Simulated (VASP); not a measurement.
Set up this calculation in VASP 6.6.1, as the native input.

| Property | Result |
| --- | --- |
| Task | band structure |
| Functional | RPBE |
| Potentials or basis | VASP PAW PBE potentials, release 64 (K_sv, Al) |
| Cutoff | 520 eV |
| k mesh | 7 × 7 × 7 |
| Occupations | fermi-dirac, width 0.05 eV |
| Spin | no spin polarisation |
| Further INCAR settings | ALGO = Normal; EDIFF = 1e-06 |

The structure of KAl lies in POSCAR:

```
KAl
1.0
    4.1269100000      0.0000000000      0.0000000000
    0.0000000000      4.1269100000      0.0000000000
    0.0000000000      0.0000000000      4.1269100000
K Al
1 1
Direct
    0.5000000000      0.5000000000      0.5000000000
    0.0000000000      0.0000000000      0.0000000000
```

The cell was built by a generator and needn't be a form met in nature.

These files were run (other wordings do the same):

INCAR

```
SYSTEM = KAl
ALGO = Normal
EDIFF = 1E-6
ENCUT = 520
GGA = RP
ISIF = 2
ISMEAR = -1
LASPH = .True.
LCHARG = .False.
LREAL = .False.
LWAVE = .False.
NELM = 100
PREC = Accurate
SIGMA = 0.05
```

KPOINTS

```
k-points
0
Gamma
  7 7 7
  0 0 0
```

KPOINTS_OPT

```
path GXMGRX,MR
15
line-mode
reciprocal
 0.0000000000  0.0000000000  0.0000000000  G
 0.0000000000  0.5000000000  0.0000000000  X

 0.0000000000  0.5000000000  0.0000000000  X
 0.5000000000  0.5000000000  0.0000000000  M

 0.5000000000  0.5000000000  0.0000000000  M
 0.0000000000  0.0000000000  0.0000000000  G

 0.0000000000  0.0000000000  0.0000000000  G
 0.5000000000  0.5000000000  0.5000000000  R

 0.5000000000  0.5000000000  0.5000000000  R
 0.0000000000  0.5000000000  0.0000000000  X

 0.5000000000  0.5000000000  0.0000000000  M
 0.5000000000  0.5000000000  0.5000000000  R
```

Potentials or basis: VASP PAW PBE potentials, release 64 (K_sv, Al).

The run is started by

```sh
$ cat potpaw_PBE.64/K_sv/POTCAR potpaw_PBE.64/Al/POTCAR > POTCAR
$ mpirun -np 1 vasp_std > vasp.out
```

Results of the run:

- Pressure: 0.9 GPa
- Band gap along the path: none (metal or under the smearing width)

Caveat: the PAW data sets were made with another functional, which shifts forces and pressure a little.

It took 18 s on 1 thread of Intel(R) Xeon(R) Platinum 8559C (Emerald Rapids), with other jobs on the host, peak memory 0.18 GiB.
